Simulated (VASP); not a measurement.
Computed with PBE GGA, VASP's PBE PAW potentials (set 64) (plane waves; VASP 6.6.1).

VASP input:

File POSCAR:
```
GdN
1
    0.0000000000     2.4900000000     2.4900000000
    2.4900000000     0.0000000000     2.4900000000
    2.4900000000     2.4900000000     0.0000000000
Gd N
1 1
Direct
  0.0000000000   0.0000000000   0.0000000000
  0.5000000000   0.5000000000   0.5000000000
```

### INCAR
```
SYSTEM = GdN
PREC = Accurate
ENCUT = 520
EDIFF = 1E-6
NELM = 100
ALGO = Normal
LREAL = .FALSE.
LASPH = .TRUE.
ISMEAR = 0
SIGMA = 0.05
GGA = PE
LMAXMIX = 6
LWAVE = .FALSE.
LCHARG = .FALSE.
ISIF = 2
KSPACING = 0.35
KGAMMA = .FALSE.
```

POTCAR, in this order: Gd_3 N (PBE.64 set). Program: vasp_std.

Output

File OSZICAR:
```
       N       E                     dE             d eps       ncg     rms          rms(c)
DAV:   1     0.464507926035E+02    0.46451E+02   -0.70282E+03   440   0.120E+03
DAV:   2    -0.153580138193E+02   -0.61809E+02   -0.58533E+02   584   0.240E+02
DAV:   3    -0.184472255016E+02   -0.30892E+01   -0.30629E+01   593   0.443E+01
DAV:   4    -0.184860212685E+02   -0.38796E-01   -0.38773E-01   555   0.484E+00
DAV:   5    -0.184865912382E+02   -0.56997E-03   -0.56986E-03   580   0.482E-01    0.268E+01
DAV:   6    -0.163632558798E+02    0.21233E+01   -0.19214E+01   503   0.265E+01    0.248E+01
DAV:   7    -0.161617804495E+02    0.20148E+00   -0.14383E+00   500   0.795E+00    0.170E+01
DAV:   8    -0.161624106931E+02   -0.63024E-03   -0.11285E-01   485   0.367E+00    0.582E+00
DAV:   9    -0.161587868919E+02    0.36238E-02   -0.81748E-03   524   0.876E-01    0.520E-01
DAV:  10    -0.161590284854E+02   -0.24159E-03   -0.46202E-04   582   0.202E-01    0.288E-01
DAV:  11    -0.161590216588E+02    0.68266E-05   -0.47281E-05   534   0.604E-02    0.141E-02
DAV:  12    -0.161590220700E+02   -0.41117E-06   -0.57880E-06   554   0.232E-02
   1 F= -.16159022E+02 E0= -.16158817E+02  d E =-.410122E-03
```

File OUTCAR:
```
------------------------ aborting loop because EDIFF is reached ----------------------------------------
  FORCE on cell =-STRESS in cart. coord.  units (eV):
  Direction    XX          YY          ZZ          XY          YZ          ZX
  --------------------------------------------------------------------------------------
  Total        0.0341098      0.0341098      0.0341098      0.0000000      0.0000000      0.0000000
  in kB        1.7699540      1.7699540      1.7699540      0.0000000      0.0000000      0.0000000
  external PRESSURE =       1.7699540 kB  Pullay stress =       0.0000000 kB
  volume of cell :       30.88
      direct lattice vectors                 reciprocal lattice vectors
     0.000000000  2.490000000  2.490000000    -0.200803213  0.200803213  0.200803213
     2.490000000  0.000000000  2.490000000     0.200803213 -0.200803213  0.200803213
     2.490000000  2.490000000  0.000000000     0.200803213  0.200803213 -0.200803213
 POSITION                                       TOTAL-FORCE (eV/Angst)
 -----------------------------------------------------------------------------------
      0.00000      0.00000      0.00000         0.000000      0.000000      0.000000
      2.49000      2.49000      2.49000        -0.000000     -0.000000     -0.000000
 -----------------------------------------------------------------------------------
    total drift:                                0.000000      0.000000      0.000000
  FREE ENERGIE OF THE ION-ELECTRON SYSTEM (eV)
  ---------------------------------------------------
  free  energy   TOTEN  =       -16.1590220700 eV

  energy  without entropy=      -16.1586119479  energy(sigma->0) =      -16.15881701
```
(Selected blocks of OUTCAR.)

The 4f electrons are frozen in the core of the lanthanide potential, so 4f levels, which can set the real gap, and their magnetism are missing.

The compound is GdN in the rock salt structure. The cell was not relaxed at this level. The run is one of a series of settings (KGAMMA = .FALSE., KSPACING = 0.35, KPOINTS file removed against the base run), some of them coarse on purpose.
